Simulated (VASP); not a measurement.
Data:

```xyz
2
Lattice="0.0000 2.3455 2.3455 2.3455 0.0000 2.3455 2.3455 2.3455 0.0000" Properties=species:S:1:pos:R:3 pbc="T T T"
Na     0.0000     0.0000     0.0000
F      2.3455     2.3455     2.3455
```

Calculation: G0W0 on PBE orbitals, VASP's PBE PAW potentials (set 64) (plane waves; VASP). Run with PREC = Normal, 500 eV cut-off, 4×4×4 Γ-centred mesh, Gaussian smearing of 0.010 eV, potentials Na_sv_GW F_GW_new.

The mesh is coarse and the basis finite, so the quasiparticle values are not converged.

NBANDS = 160, ENCUTGW = 200 eV, NOMEGA = 64. The PBE levels (eV) that the step starts from are:

```csv
state,KS energy,filling
"k1 (0.00, 0.00, 0.00), band 5",-21.02,2
"k1 (0.00, 0.00, 0.00), band 6",-1.95,2
"k1 (0.00, 0.00, 0.00), band 7",-1.95,2
"k1 (0.00, 0.00, 0.00), band 8",-1.95,2
"k1 (0.00, 0.00, 0.00), band 9",4.17,0
"k1 (0.00, 0.00, 0.00), band 10",16.76,0
"k1 (0.00, 0.00, 0.00), band 11",16.76,0
"k1 (0.00, 0.00, 0.00), band 12",16.76,0
"k7 (0.50, 0.50, 0.00), band 5",-20.83,2
"k7 (0.50, 0.50, 0.00), band 6",-3.17,2
"k7 (0.50, 0.50, 0.00), band 7",-2.34,2
"k7 (0.50, 0.50, 0.00), band 8",-2.34,2
"k7 (0.50, 0.50, 0.00), band 9",10.91,0
"k7 (0.50, 0.50, 0.00), band 10",11.24,0
"k7 (0.50, 0.50, 0.00), band 11",11.32,0
"k7 (0.50, 0.50, 0.00), band 12",17.35,0
"k8 (-0.25, 0.50, 0.25), band 5",-20.49,2
"k8 (-0.25, 0.50, 0.25), band 6",-2.79,2
"k8 (-0.25, 0.50, 0.25), band 7",-2.79,2
"k8 (-0.25, 0.50, 0.25), band 8",-2.49,2
"k8 (-0.25, 0.50, 0.25), band 9",11.03,0
"k8 (-0.25, 0.50, 0.25), band 10",11.03,0
"k8 (-0.25, 0.50, 0.25), band 11",12.88,0
"k8 (-0.25, 0.50, 0.25), band 12",14.50,0
```

Task: Give the quasiparticle energies and renormalisation factors Z.

Result: 
| state | QP energy (eV) | Z |
|---|---|---|
| k1 (0.00, 0.00, 0.00), band 5 | -27.31 | 0.84 |
| k1 (0.00, 0.00, 0.00), band 6 | -4.82 | 0.79 |
| k1 (0.00, 0.00, 0.00), band 7 | -4.82 | 0.79 |
| k1 (0.00, 0.00, 0.00), band 8 | -4.82 | 0.79 |
| k1 (0.00, 0.00, 0.00), band 9 | 5.67 | 0.89 |
| k1 (0.00, 0.00, 0.00), band 10 | 18.27 | 0.88 |
| k1 (0.00, 0.00, 0.00), band 11 | 18.27 | 0.88 |
| k1 (0.00, 0.00, 0.00), band 12 | 18.27 | 0.88 |
| k7 (0.50, 0.50, 0.00), band 5 | -24.87 | 0.73 |
| k7 (0.50, 0.50, 0.00), band 6 | -6.29 | 0.79 |
| k7 (0.50, 0.50, 0.00), band 7 | -5.29 | 0.79 |
| k7 (0.50, 0.50, 0.00), band 8 | -5.29 | 0.79 |
| k7 (0.50, 0.50, 0.00), band 9 | 12.82 | 0.85 |
| k7 (0.50, 0.50, 0.00), band 10 | 12.42 | 0.88 |
| k7 (0.50, 0.50, 0.00), band 11 | 13.29 | 0.88 |
| k7 (0.50, 0.50, 0.00), band 12 | 19.53 | 0.85 |
| k8 (-0.25, 0.50, 0.25), band 5 | -25.28 | 0.77 |
| k8 (-0.25, 0.50, 0.25), band 6 | -5.83 | 0.79 |
| k8 (-0.25, 0.50, 0.25), band 7 | -5.83 | 0.79 |
| k8 (-0.25, 0.50, 0.25), band 8 | -5.46 | 0.79 |
| k8 (-0.25, 0.50, 0.25), band 9 | 12.70 | 0.86 |
| k8 (-0.25, 0.50, 0.25), band 10 | 12.70 | 0.86 |
| k8 (-0.25, 0.50, 0.25), band 11 | 15.07 | 0.87 |
| k8 (-0.25, 0.50, 0.25), band 12 | 16.46 | 0.87 |
On the mesh the gap opens from 6.12 to 10.49 eV.

The compound is NaF in the rock salt structure. This cell is one point of a volume scan, at 1.04 of the reference volume. The k-mesh is coarse (spacing up to 0.58 per Å, 2π included), so the numbers may not be converged in it.
